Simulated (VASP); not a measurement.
Data:

```xyz
2
Lattice="0.0000 2.6750 2.6750 2.6750 0.0000 2.6750 2.6750 2.6750 0.0000" Properties=species:S:1:pos:R:3 pbc="T T T"
K      0.0000     0.0000     0.0000
F      2.6750     2.6750     2.6750
```

Computed with G0W0 on PBE orbitals, VASP's PBE PAW potentials (set 64) (plane waves; VASP). Numerical set-up: PREC = Normal, 500 eV cut-off, 6×6×6 Γ-centred mesh, Gaussian smearing of 0.010 eV, potentials K_sv_GW F_GW_new.

The mesh is coarse and the basis finite, so the quasiparticle values are not converged.

NBANDS = 128, ENCUTGW = 180 eV, NOMEGA = 64. The PBE levels (eV) that the step starts from are:

```tsv
state	KS energy	filling
k1 (0.00, 0.00, 0.00), band 5	-9.82	2
k1 (0.00, 0.00, 0.00), band 6	-0.43	2
k1 (0.00, 0.00, 0.00), band 7	-0.43	2
k1 (0.00, 0.00, 0.00), band 8	-0.43	2
k1 (0.00, 0.00, 0.00), band 9	5.72	0
k1 (0.00, 0.00, 0.00), band 10	10.23	0
k1 (0.00, 0.00, 0.00), band 11	10.23	0
k1 (0.00, 0.00, 0.00), band 12	10.23	0
k3 (0.33, 0.00, 0.00), band 5	-9.85	2
k3 (0.33, 0.00, 0.00), band 6	-1.05	2
k3 (0.33, 0.00, 0.00), band 7	-0.69	2
k3 (0.33, 0.00, 0.00), band 8	-0.69	2
k3 (0.33, 0.00, 0.00), band 9	8.01	0
k3 (0.33, 0.00, 0.00), band 10	9.63	0
k3 (0.33, 0.00, 0.00), band 11	11.28	0
k3 (0.33, 0.00, 0.00), band 12	11.28	0
k16 (-0.33, 0.50, 0.17), band 5	-9.94	2
k16 (-0.33, 0.50, 0.17), band 6	-0.75	2
k16 (-0.33, 0.50, 0.17), band 7	-0.63	2
k16 (-0.33, 0.50, 0.17), band 8	-0.55	2
k16 (-0.33, 0.50, 0.17), band 9	8.51	0
k16 (-0.33, 0.50, 0.17), band 10	10.16	0
k16 (-0.33, 0.50, 0.17), band 11	10.48	0
k16 (-0.33, 0.50, 0.17), band 12	12.98	0
```

Task: Give the quasiparticle energies and renormalisation factors Z.

Result: 
| state | QP energy (eV) | Z |
|---|---|---|
| k1 (0.00, 0.00, 0.00), band 5 | -13.34 | 0.84 |
| k1 (0.00, 0.00, 0.00), band 6 | -2.84 | 0.78 |
| k1 (0.00, 0.00, 0.00), band 7 | -2.84 | 0.78 |
| k1 (0.00, 0.00, 0.00), band 8 | -2.84 | 0.78 |
| k1 (0.00, 0.00, 0.00), band 9 | 6.79 | 0.89 |
| k1 (0.00, 0.00, 0.00), band 10 | 12.76 | 0.88 |
| k1 (0.00, 0.00, 0.00), band 11 | 12.76 | 0.88 |
| k1 (0.00, 0.00, 0.00), band 12 | 12.76 | 0.88 |
| k3 (0.33, 0.00, 0.00), band 5 | -13.38 | 0.84 |
| k3 (0.33, 0.00, 0.00), band 6 | -3.58 | 0.78 |
| k3 (0.33, 0.00, 0.00), band 7 | -3.14 | 0.78 |
| k3 (0.33, 0.00, 0.00), band 8 | -3.14 | 0.78 |
| k3 (0.33, 0.00, 0.00), band 9 | 9.45 | 0.87 |
| k3 (0.33, 0.00, 0.00), band 10 | 11.43 | 0.88 |
| k3 (0.33, 0.00, 0.00), band 11 | 14.15 | 0.87 |
| k3 (0.33, 0.00, 0.00), band 12 | 14.15 | 0.87 |
| k16 (-0.33, 0.50, 0.17), band 5 | -13.47 | 0.84 |
| k16 (-0.33, 0.50, 0.17), band 6 | -3.22 | 0.78 |
| k16 (-0.33, 0.50, 0.17), band 7 | -3.10 | 0.78 |
| k16 (-0.33, 0.50, 0.17), band 8 | -3.00 | 0.78 |
| k16 (-0.33, 0.50, 0.17), band 9 | 10.33 | 0.88 |
| k16 (-0.33, 0.50, 0.17), band 10 | 12.01 | 0.87 |
| k16 (-0.33, 0.50, 0.17), band 11 | 12.98 | 0.87 |
| k16 (-0.33, 0.50, 0.17), band 12 | 16.30 | 0.86 |
On the mesh the gap opens from 6.16 to 9.63 eV.

The compound is KF in the rock salt structure. The cell was not relaxed at this level.
